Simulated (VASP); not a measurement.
Energy against volume of Li$_{2}$Se (antifluorite). Level of theory: vdW-DF-cx, VASP's PBE PAW potentials (set 64) (plane waves; VASP). Settings: 520 eV cut-off, 7×7×7 Γ-centred mesh, Gaussian smearing of 0.050 eV, potentials Li_sv Se.

```tsv
V (Å³/atom)	E (eV/atom)
16.879	-2.60063
17.418	-2.60704
17.957	-2.60929
18.495	-2.60799
```

Fit these four points and predict the energy of the run at 19.034 Å³/atom.

A cubic in V^(−2/3), the third-order Birch-Murnaghan form, passes through the four points with V0 = 18.02 Å³/atom and B0 = 35 GPa, and gives -2.6036 eV/atom there. The run gave -2.6036 eV/atom, +0.0 meV/atom from the fit; all five points give B0 = 35 GPa.

The compound is Li2Se in the antifluorite structure. It was relaxed first.
